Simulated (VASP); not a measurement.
From an Ansatz input to VASP: BiB (zincblende)

Ansatz input

```yaml
crystal:
  lattice:
    - [0.0, 2.7448744631, 2.7448744631]
    - [2.7448744631, 0.0, 2.7448744631]
    - [2.7448744631, 2.7448744631, 0.0]
  atoms:
    - { symbol: B, position: [0.0, 0.0, 0.0] }
    - { symbol: Bi, position: [0.25, 0.25, 0.25] }
kpoints:
  mp_grid: { grid: [8, 8, 8] }
  band_path:
    path:
      - [0.0, 0.0, 0.0]
      - [0.5, 0.0, 0.5]
      - [0.5, 0.25, 0.75]
      - [0.375, 0.375, 0.75]
      - [0.5, 0.5, 0.5]
      - [0.625, 0.25, 0.625]
    npoints: 1
hamiltonian:
  xc: pbesol
scf:
  occupations: { method: fixed }
  n_extra_bands: 4
output:
  forces: true
  stress: true
  eigenvalues: true
```

Q: Translate this input to VASP.

A: 

INCAR

```
NELM = 120
PREC = Accurate
IBRION = -1
SIGMA = 0.01
ISMEAR = 0
ISIF = 2
LWAVE = .FALSE.
EDIFF = 1E-7
ENCUT = 520
NBANDS = 16
LCHARG = .FALSE.
LREAL = .FALSE.
NSW = 0
LASPH = .TRUE.
GGA = PS
```

KPOINTS

```
KPOINTS created by Atomic Simulation Environment
0
Gamma
8 8 8
0 0 0
```

KPOINTS_OPT

```
special points
6
Reciprocal
0.0000000000 0.0000000000 0.0000000000 1
0.5000000000 0.0000000000 0.5000000000 1
0.5000000000 0.2500000000 0.7500000000 1
0.3750000000 0.3750000000 0.7500000000 1
0.5000000000 0.5000000000 0.5000000000 1
0.6250000000 0.2500000000 0.6250000000 1
```

POSCAR

```
B  Bi
 1.0000000000000000
     0.0000000000000000    2.7448744631273732    2.7448744631273732
     2.7448744631273732    0.0000000000000000    2.7448744631273732
     2.7448744631273732    2.7448744631273732    0.0000000000000000
 B   Bi
   1   1
Cartesian
  0.0000000000000000 -0.0000000000000000 -0.0000000000000000
  1.3724372315636866  1.3724372315636866  1.3724372315636866
```

VASP ran with the recommended PBE PAW datasets (18 valence electrons in the cell). Other inputs would serve too.

```json
{"": "gap between bands v and c", "Ansatz": "0.31 eV", "VASP": "0.30 eV"}
{"": "least direct gap", "Ansatz": "0.31 eV", "VASP": "0.30 eV"}
{"": "pressure", "Ansatz": "-1.5 GPa", "VASP": "-1.6 GPa"}
```

Datasets and cutoffs are each program's own. VASP's cell holds 18 valence electrons and Ansatz's 18. Ansatz's stress includes a Pulay correction; VASP's doesn't.
